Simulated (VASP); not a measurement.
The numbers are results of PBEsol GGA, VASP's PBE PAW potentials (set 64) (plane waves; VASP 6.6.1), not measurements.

Input for VASP

KPOINTS:
```
Automatic mesh
0
Gamma
3 3 3
0 0 0
```

POSCAR:
```
ZrMnF6
1
    0.0000000000     4.1355940000     4.1355940000
    4.1355940000     0.0000000000     4.1355940000
    4.1355940000     4.1355940000     0.0000000000
Zr Mn F
1 1 6
Direct
  0.5000000000   0.5000000000   0.5000000000
  0.0000000000   0.0000000000   0.0000000000
  0.7450000000   0.2550000000   0.2550000000
  0.2550000000   0.7450000000   0.7450000000
  0.2550000000   0.7450000000   0.2550000000
  0.7450000000   0.2550000000   0.7450000000
  0.2550000000   0.2550000000   0.7450000000
  0.7450000000   0.7450000000   0.2550000000
```

INCAR:
```
SIGMA  =  0.02
ISMEAR  =  -1
LREAL  =  .FALSE.
LASPH  =  .TRUE.
LORBIT  =  11
NELM  =  100
LWAVE  =  .FALSE.
EDIFF  =  1E-6   ! SCF stop (eV)
GGA  =  PS   ! PBEsol
PREC  =  Accurate
LMAXMIX  =  4   ! l cut-off of mixed one-centre charges
SYSTEM  =  ZrMnF6
ENCUT  =  400   ! plane-wave cut-off (eV)
ISPIN  =  2   ! spin-polarised
ALGO  =  Normal   ! blocked Davidson
ISIF  =  2   ! forces and stress, cell fixed
LCHARG  =  .FALSE.
```

POTCAR, in this order: Zr_sv Mn_pv F (PBE.64 set). Program: vasp_std. The INCAR's line for the spin-polarised start is left out here.

### Question
What will the output report for the number of irreducible k-points (NKPTS), largest plane-wave count, number of space-group operations, FFT grid (NGX, NGY, NGZ)?

### Answer

```json
{
 "number of irreducible k-points (NKPTS)": "4",
 "largest_plane_wave_count": "2637",
 "number_of_space_group_operations": "48",
 "FFT grid (NGX, NGY, NGZ)": "40 × 40 × 40"
}
```

The structure comes from a computed database's ZrMnF6 entry; how it stands against other phases isn't given here. The cell was not relaxed at this level. The k-mesh is coarse (spacing up to 0.44 per Å, 2π included), so the numbers may not be converged in it. The run is one of a series of settings (KPOINTS 3×3×3 Γ-centred mesh against the base run), some of them coarse on purpose.
